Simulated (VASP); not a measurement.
Level of theory: PBE GGA, VASP's PBE PAW potentials (set 64) (plane waves; VASP).

VASP input:

### KPOINTS
```
Regular mesh
0
G
5 5 5
0 0 0
```

File POSCAR:
```
CdF2
1
    0.0000000000     2.7489000000     2.7489000000
    2.7489000000     0.0000000000     2.7489000000
    2.7489000000     2.7489000000     0.0000000000
Cd F
1 2
Direct
  0.0000000000   0.0000000000   0.0000000000
  0.2500000000   0.2500000000   0.2500000000
  0.7500000000   0.7500000000   0.7500000000
```

INCAR:
```
SYSTEM = CdF2
PREC = Accurate
ENCUT = 520
EDIFF = 1E-6
NELM = 100
ALGO = Normal
LREAL = .FALSE.
LASPH = .TRUE.
ISMEAR = 0
SIGMA = 0.05
GGA = PE
LMAXMIX = 4
LWAVE = .FALSE.
LCHARG = .FALSE.
ISIF = 3
IBRION = 2
NSW = 40
EDIFFG = -0.01
```

POTCAR, in this order: Cd F (PBE.64 set). Program: vasp_std.

Task: Predict the energy per atom (σ→0), volume per atom.

Result: 
```
Item                           Result
---------------------  --------------
energy per atom (σ→0)  -3.635 eV/atom
volume per atom         13.79 Å³/atom
```

File OSZICAR:
```
...
DAV:   1    -0.109106322624E+02   -0.44888E-02   -0.92174E-02   352   0.363E+00    0.513E-01
DAV:   2    -0.109066179617E+02    0.40143E-02   -0.15481E-02   352   0.119E+00    0.110E-01
DAV:   3    -0.109063334045E+02    0.28456E-03   -0.69992E-04   350   0.500E-01    0.114E-01
DAV:   4    -0.109062954264E+02    0.37978E-04   -0.10243E-04   342   0.125E-01    0.794E-02
DAV:   5    -0.109062905568E+02    0.48696E-05   -0.22085E-05   350   0.574E-02    0.102E-02
DAV:   6    -0.109062894802E+02    0.10766E-05   -0.46922E-06   335   0.397E-02    0.180E-03
DAV:   7    -0.109062897635E+02   -0.28335E-06   -0.42449E-07   173   0.710E-03
   2 F= -.10906290E+02 E0= -.10906290E+02  d E =-.146335E-03
```

The compound is CdF2 in the fluorite structure. This run relaxes it. Symmetry was kept, so distortions that lower it aren't found.
